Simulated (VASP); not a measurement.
Ga4SbAs3:

```xyz
8
Lattice="5.7698 0.0000 0.0000 0.0000 -5.7698 0.0000 0.0000 0.0000 -5.7698" Properties=species:S:1:pos:R:3 pbc="T T T"
Ga    0.0000   -2.8849   -2.8849
Ga    2.8849    0.0000   -2.8849
Ga    2.8849   -2.8849    0.0000
Ga    0.0000    0.0000    0.0000
Sb    1.4424   -1.4424   -1.4424
As    4.3273   -4.3273   -1.4424
As    4.3273   -1.4424   -4.3273
As    1.4424   -4.3273   -4.3273
```

The cell was built by a generator and needn't be a form met in nature.

- Program: VASP 6.6.1
- Task: relaxation of cell and atoms
- Functional: PBEsol
- Potentials or basis: VASP PAW PBE potentials, release 64 (Ga_d, Sb, As)
- Cutoff: 600 eV
- k mesh: 6 × 6 × 6
- Occupations: gaussian, width 0.03 eV
- Spin: no spin polarisation

At the start: pressure 0.7 GPa; volume 24.01 Å³/atom.

Question: How do energy, volume and symmetry change on relaxing?

Answer: Over 5 steps the energy falls by 25.9 meV/atom and the volume is 24.14 Å³/atom (+0.5 %); space group P-43m (No. 215, to 0.05 Å).

Step by step:
```
step  energy change (eV)  largest force (eV/Å)  pressure (GPa)  volume (Å³)
   1              0.0000                1.2639            0.74       192.08
   2             -0.1892                0.3065           -0.59       195.17
   3             -0.1980                0.0748           -0.88       196.02
   4             -0.2063                0.0167            0.32       192.25
   5             -0.2071                0.0054            0.01       193.11
```

Final structure:
```
Ga Sb As
1.0
     5.78014    0.00000    0.00000
     0.00000   -5.78014    0.00000
     0.00000    0.00000   -5.78014
Ga Sb As
4 1 3
Direct
  0.99163 0.50837 0.50837
  0.50837 0.99163 0.50837
  0.50837 0.50837 0.99163
  0.99163 0.99163 0.99163
  0.25000 0.25000 0.25000
  0.75000 0.75000 0.25000
  0.75000 0.25000 0.75000
  0.25000 0.75000 0.75000
```

Caveat: the PAW data sets were made with another functional, which shifts forces and pressure a little.
